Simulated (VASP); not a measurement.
# BBrCl₂: convergence, self-consistent run

BBrCl₂, molecule in box, 4 atoms in the cell. PBE; PAW potentials Cl, B, Br (PBE set). VASP 6.6.1. The cell is changed on purpose: last atom moved by 0.08 Å along z.

Wanted: energy within 2 meV/atom; forces within 0.01 eV/Å.

What the run is for: forces; Accuracy asked: standard.

POSCAR:
```
BBrCl2
1.0
   11.0000000000      0.0000000000      0.0000000000
    0.0000000000     12.0000000000      0.0000000000
    0.0000000000      0.0000000000     12.0000000000
Cl B Br
2 1 1
Direct
    0.5734636400      0.5859208300      0.6152666700
    0.5609363600      0.3904875000      0.4589000000
    0.5239272700      0.5272458300      0.4912083300
    0.4289000000      0.6130125000      0.3970666700
```

The series start from Plane-wave cutoff (eV): 420; Precision mode (PREC): Accurate; Electronic threshold (eV): 1e-6; Bands in all (NBANDS): 24; Aspherical gradient terms in the spheres (LASPH): yes; Projection operators (LREAL): Auto, ROPT -0.00025; Electronic algorithm: ALGO=Normal; Density mixing: defaults; Support grid and gradient cutoff: ADDGRID=False GGA_COMPAT=False. Each series keeps the choices made before it, and each single choice may use up half of a tolerance.

## Plane-wave cutoff (eV)

| Plane-wave cutoff (eV) | Energy less reference (meV/atom) | Forces, largest deviation (eV/Å) | SCF iterations | Time (s) |
|---|---|---|---|---|
| 320 | 2.7 | 0.013 | 25 | 36 |
| 370 | 1.1 | 0.010 | 25 | 54 |
| 420 | 0.8 | 0.009 | 25 | 55 |
| 480 | 0.7 | 0.005 | 25 | 84 |
| 580 (reference) | 0.0 | 0.000 | 25 | 106 |

Chosen: 480, the loosest value from which every tighter one stays within half of the tolerance.

## Precision mode (PREC)

| Precision mode (PREC) | Energy less reference (meV/atom) | Forces, largest deviation (eV/Å) | SCF iterations | Time (s) |
|---|---|---|---|---|
| SingleN | 0.4 | 0.015 | 25 | 16 |
| Normal | 0.0 | 0.003 | 25 | 31 |
| Single | 0.1 | 0.003 | 25 | 48 |
| Accurate (reference) | 0.0 | 0.000 | 25 | 84 |

Chosen: Normal.

## Electronic threshold (eV)

| Electronic threshold (eV) | Energy less reference (meV/atom) | Forces, largest deviation (eV/Å) | SCF iterations | Time (s) |
|---|---|---|---|---|
| 0.001 | 1.0 | 0.017 | 12 | 13 |
| 0.0001 | 0.0 | 0.000 | 21 | 25 |
| 1e-5 | 0.0 | 0.000 | 23 | 26 |
| 1e-6 | 0.0 | 0.000 | 25 | 31 |
| 1e-7 | 0.0 | 0.000 | 28 | 33 |
| 1e-8 (reference) | 0.0 | 0.000 | 30 | 37 |

Chosen: 0.0001.

## Bands in all (NBANDS)

| Bands in all (NBANDS) | Energy less reference (meV/atom) | Forces, largest deviation (eV/Å) | SCF iterations | Time (s) |
|---|---|---|---|---|
| 13 | 0.0 | 0.001 | 21 | 18 |
| 14 | 0.0 | 0.000 | 20 | 19 |
| 16 | 0.0 | 0.000 | 20 | 20 |
| 18 | 0.0 | 0.000 | 20 | 20 |
| 24 | 0.0 | 0.000 | 21 | 25 |
| 36 (reference) | 0.0 | 0.000 | 21 | 28 |

Chosen: 13.

## Aspherical gradient terms in the spheres (LASPH)

| Aspherical gradient terms in the spheres (LASPH) | Energy less reference (meV/atom) | Forces, largest deviation (eV/Å) | SCF iterations | Time (s) |
|---|---|---|---|---|
| no | 2.7 | 0.004 | 21 | 17 |
| yes (reference) | 0.0 | 0.000 | 21 | 18 |

Chosen: yes; the one before it in the list is off by more than half of the tolerance.

## Projection operators (LREAL)

| Projection operators (LREAL) | Energy less reference (meV/atom) | Forces, largest deviation (eV/Å) | SCF iterations | Time (s) |
|---|---|---|---|---|
| Auto, ROPT -0.005 | 0.0 | 0.166 | 21 | 18 |
| Auto, ROPT -0.002 | -1.0 | 0.135 | 21 | 17 |
| Auto, ROPT -0.001 | -0.8 | 0.028 | 21 | 18 |
| Auto, ROPT -0.0005 | -0.3 | 0.008 | 21 | 17 |
| Auto, ROPT -0.00025 | -0.2 | 0.002 | 21 | 18 |
| Auto, ROPT -0.0001 | -0.3 | 0.001 | 21 | 18 |
| False (reference) | 0.0 | 0.000 | 21 | 18 |

Chosen: Auto, ROPT -0.00025.

## Electronic algorithm

| Electronic algorithm | Energy less reference (meV/atom) | Forces, largest deviation (eV/Å) | SCF iterations | Time (s) |
|---|---|---|---|---|
| ALGO=Normal | 0.0 | 0.000 | 21 | 18 |
| ALGO=Fast | 0.0 | 0.004 | 21 | 17 |
| ALGO=VeryFast | no result | no result | 120 | 134 |
| ALGO=All ISEARCH=1 | 0.0 | 0.004 | 16 | 18 |
| ALGO=All ISEARCH=0 | 0.0 | 0.004 | 16 | 16 |
| ALGO=Damped TIME=0.4 | 0.0 | 0.004 | 28 | 22 |
| ALGO=Damped TIME=0.1 | 0.0 | 0.016 | 46 | 36 |
| ALGO=Old Fast | 0.0 | 0.002 | 20 | 16 |

Chosen: ALGO=Normal; no other choice that stays within half of the tolerance saves 30 % of the time.

## Density mixing

| Density mixing | Energy less reference (meV/atom) | Forces, largest deviation (eV/Å) | SCF iterations | Time (s) |
|---|---|---|---|---|
| defaults | 0.0 | 0.000 | 21 | 18 |
| AMIN=0.01 | 0.0 | 0.000 | 22 | 18 |
| AMIX=0.2 AMIN=0.01 | 0.3 | 0.004 | 20 | 17 |
| BMIX=3.0 AMIN=0.01 | 0.3 | 0.002 | 30 | 28 |
| AMIX=0.1 BMIX=0.0001 | 0.0 | 0.012 | 15 | 13 |
| AMIX=0.6 | 0.0 | 0.002 | 19 | 17 |
| MIXPRE=0 | 0.1 | 0.003 | 19 | 17 |
| AMIX=0.1 | 0.0 | 0.012 | 15 | 12 |

Chosen: defaults.

## Support grid and gradient cutoff

| Support grid and gradient cutoff | Energy less reference (meV/atom) | Forces, largest deviation (eV/Å) | SCF iterations | Time (s) |
|---|---|---|---|---|
| ADDGRID=False GGA_COMPAT=False | 0.0 | 0.000 | 21 | 18 |
| ADDGRID=True GGA_COMPAT=False | 0.0 | 0.001 | 21 | 30 |
| ADDGRID=False GGA_COMPAT=True | 0.0 | 0.000 | 21 | 18 |

Chosen: ADDGRID=False GGA_COMPAT=False.

## All choices together

| Input | Energy less reference (meV/atom) | Forces, largest deviation (eV/Å) | Time (s) |
|---|---|---|---|
| the program's defaults (naive) | 7.4 | 0.010 | 9.7 |
| chosen settings | 0.3 | 0.006 | 18 |
| reference settings throughout | 0.0 | 0.000 | 154 |

The tolerance is met.

## The input

INCAR:
```
SYSTEM = BBrCl2
ADDGRID = .False.
ALGO = Normal
EDIFF = 1E-4
EFERMI = MIDGAP
ENCUT = 480
GGA = PE
GGA_COMPAT = .False.
ISIF = 0
ISMEAR = 0
LASPH = .True.
LCHARG = .False.
LREAL = Auto
LWAVE = .False.
NBANDS = 13
NELM = 120
NELMDL = -8
PREC = Normal
ROPT = -0.00025 -0.00025 -0.00025
SIGMA = 0.03
```

KPOINTS:
```
k-points
0
Gamma
  1 1 1
```

Commands:
```
cat potpaw_PBE.64/Cl/POTCAR potpaw_PBE.64/B/POTCAR potpaw_PBE.64/Br/POTCAR > POTCAR
mpirun -np 1 vasp_gam > vasp.out
```

The chosen input took VASP 6.6.1 18 s on 1 core (Intel Xeon 6975P-C (Granite Rapids)), a shared host.
